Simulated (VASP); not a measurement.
VASP input:

**INCAR**
```
ALGO=Normal
EDIFF=1E-6
ENCUT=400
GGA=PE
ISIF=2
ISMEAR=0
LASPH=.TRUE.
LCHARG=.FALSE.
LMAXMIX=4
LREAL=.FALSE.
LWAVE=.FALSE.
NELM=100
PREC=Accurate
SIGMA=0.05
SYSTEM=ZrSe2
```

### POSCAR
```
ZrSe2
1
    1.8517380000    -3.1913640000     0.0000000000
    1.8517380000     3.1913640000     0.0000000000
    0.0000000000     0.0000000000     5.9856670000
Zr Se
1 2
Direct
  0.0000000000   0.0000000000   0.0000000000
  0.3333330000   0.6666670000   0.2550000000
  0.6844830000   0.3511490000   0.7450000000
```

### KPOINTS
```
Automatic mesh
0
Gamma
6 6 4
0 0 0
```

POTCAR, in this order: Zr_sv Se (PBE.64 set). Program: vasp_std.

Task: Write an equivalent input for Quantum ESPRESSO's pw.x.

Result: One equivalent input (not run):
```
&CONTROL
  calculation = 'scf'
  pseudo_dir = './pseudo'
  outdir = './out'
  tprnfor = .true.
  tstress = .true.
/
&SYSTEM
  ibrav = 0
  nat = 3
  ntyp = 2
  ecutwfc = 86
  occupations = 'smearing'
  smearing = 'gaussian'
  degauss = 0.003675
  input_dft = 'pbe'
/
&ELECTRONS
  conv_thr = 7.3e-08
  electron_maxstep = 100
/
ATOMIC_SPECIES
  Zr 91.224 Zr.upf
  Se 78.971 Se.upf
CELL_PARAMETERS angstrom
     1.8517380   -3.1913640    0.0000000
     1.8517380    3.1913640    0.0000000
     0.0000000    0.0000000    5.9856670
ATOMIC_POSITIONS crystal
  Zr   0.0000000  0.0000000  0.0000000
  Se   0.3333330  0.6666670  0.2550000
  Se   0.6844830  0.3511490  0.7450000
K_POINTS automatic
  6 6 4 0 0 0
```
The two are equivalent in intent, not identical: the potentials are each code's own (VASP's PAW set, PseudoDojo norm-conserving files in pw.x), so ENCUT and ecutwfc are chosen apart and not converted; conv_thr bounds pw.x's estimated SCF error, while EDIFF bounds the energy change between steps.

The compound is ZrSe2 in the 1T layered structure. The cell was not relaxed at this level, atoms are displaced from their ideal sites.
